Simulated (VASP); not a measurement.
```yaml
crystal:
  lattice:
    - [1.60140, -2.77371, 0.00000]
    - [1.60140, 2.77371, 0.00000]
    - [0.00000, 0.00000, 3.54960]
  atoms:
    - { symbol: Hf, position: [0.00000, 0.00000, 0.00000] }
    - { symbol: B, position: [0.33333, 0.66667, 0.50000] }
    - { symbol: B, position: [0.66667, 0.33333, 0.50000] }
```

The base run (VASP): PBE GGA, plane waves, VASP's PBE PAW potentials (set 64). Numerical set-up: 520 eV cut-off, 10×10×8 Γ-centred mesh, first-order Methfessel-Paxton smearing of 0.10 eV, potentials Hf_pv B.

One setting is varied; ΔE counts from the most expensive setting. The base run took about 40 core-seconds. The timings are rough (shared machines, no repeats); factors under 2 mean little.

The pressure holds a Pulay error that falls with the cut-off, as the column shows.

| setting | cost over the base run | electronic steps | ΔE (meV/atom) | pressure (GPa) |
|---|---|---|---|---|
| ENCUT = 250 | within a factor of 2 | 13 | 44.6 | -16.89 |
| ENCUT = 400 | within a factor of 2 | 13 | 1.7 | -12.65 |
| ENCUT = 500 | within a factor of 2 | 13 | 1.3 | -12.63 |
| base run | reference | 13 | 1.1 | -12.63 |
| ENCUT = 550 | within a factor of 2 | 13 | 0.9 | -12.64 |
| ENCUT = 600 | within a factor of 2 | 13 | 0.5 | -12.64 |
| ENCUT = 750 | within a factor of 2 | 13 | 0.0 | -12.58 |
| ENCUT = 800 | within a factor of 2 | 13 | 0.0 | -12.58 |

Left out are runs that failed, have no time on record or changed the cell.

The compound is HfB2 in the AlB2 type structure. The cell was not relaxed at this level.
